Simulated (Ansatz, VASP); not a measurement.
## ScNb2O3: VASP beside Ansatz

File INCAR:

```
SYSTEM = ScNb2O3
PREC = Accurate ; ENCUT = 520
EDIFF = 1E-6 ; ISMEAR = 0
SIGMA = 0.1 ; LREAL = .FALSE.
LASPH = .TRUE. ; NELM = 60
ALGO = Normal ; ISIF = 2
LWAVE = .FALSE. ; LCHARG = .TRUE.
GGA = PE ; LELF = .TRUE.
LVHAR = .TRUE. ; NBANDS = 36
```

KPOINTS

```
regular mesh
0
G
  6 6 6
  0 0 0
```

File POSCAR:

```
ScNb2O3
1.0
    5.1268882100      0.0000000000      0.0000000000
   -2.5634441000      4.4400154300      0.0000000000
    0.0000000000      0.0000000000      3.3764932700
Sc Nb O
1 2 3
Direct
    0.0000000000      0.0000000000      0.0000000000
    0.6666666700      0.3333333300      0.0000000000
    0.3333333300      0.6666666700      0.0000000000
    0.0000000000      0.5000000000      0.5000000000
    0.5000000000      0.5000000000      0.5000000000
    0.5000000000      0.0000000000      0.5000000000
```

Input for Ansatz:

```yaml
crystal:
  lattice:
    - [5.12688821, 0.0, 0.0]
    - [-2.5634441, 4.44001543, 0.0]
    - [0.0, 0.0, 3.37649327]
  atoms:
    - { symbol: Sc, position: [0.0, 0.0, 0.0] }
    - { symbol: Nb, position: [0.66666667, 0.33333333, 0.0] }
    - { symbol: Nb, position: [0.33333333, 0.66666667, 0.0] }
    - { symbol: O, position: [0.0, 0.5, 0.5] }
    - { symbol: O, position: [0.5, 0.5, 0.5] }
    - { symbol: O, position: [0.5, 0.0, 0.5] }
basis:
  ecutwfc: 420
kpoints:
  mp_grid: { grid: [6, 6, 6] }
hamiltonian:
  xc: pbe
scf:
  occupations: { method: gaussian, width: 0.1 }
  lower_state_search: "off"
output:
  forces: true
  stress: true
  eigenvalues: true
```

Change from the starting cell: species swapped into the YSi2Rh3 type (P6/mmm, No. 191).

Alike in both runs: task single point; functional PBE; k mesh 6 × 6 × 6; occupations gaussian, width 0.1 eV; no spin polarisation.

|  | VASP | Ansatz |
| --- | --- | --- |
| version | VASP 6.6.1 | Ansatz 0.2.0 |
| potentials or method | VASP PAW PBE potentials, release 64 (Sc_sv, Nb_sv, O) | scalar-relativistic, plane waves, PAW |
| plane-wave cutoff (eV) | 520 | 420 |
| valence electrons in the cell | 55 | 55 |

|  | VASP | Ansatz | Ansatz less VASP |
| --- | --- | --- | --- |
| gap on the k mesh at the Fermi level (eV) | none | none | - |
| pressure (GPa) | -5.6 | -5.5 | +0.14 |
| largest component of the traceless stress (GPa) | 9.28 | 9.21 | -0.067 |

A gap of «none» marks a metal or a gap that the smearing closes. With one functional, cell and mesh, what is left measures potentials, basis and numerics.

Caveats: an odd number of electrons without spin polarisation forces a metal; a magnetic or distorted state may lie lower.
